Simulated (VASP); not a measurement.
Energy against volume of GaSb (zinc blende). Computed with PBE GGA, VASP's PBE PAW potentials (set 64) (plane waves; VASP). Settings: 520 eV cut-off, 10×10×10 Γ-centred mesh, first-order Methfessel-Paxton smearing of 0.10 eV, potentials Ga_d Sb.

```
V (Å³/atom)  E (eV/atom)
-----------  -----------
29.169          -3.68210
30.071          -3.68582
30.973          -3.68200
31.875          -3.67185
```

### Question
Fit these four points and predict the energy of the run at 28.267 Å³/atom.

### Answer
A cubic in V^(−2/3), the third-order Birch-Murnaghan form, passes through the four points with V0 = 30.04 Å³/atom and B0 = 45 GPa, and gives -3.6694 eV/atom there. The run gave -3.6695 eV/atom, -0.1 meV/atom from the fit; all five points give B0 = 45 GPa.

The compound is GaSb in the zinc blende structure. It was relaxed first, which changed the volume by +6 %.
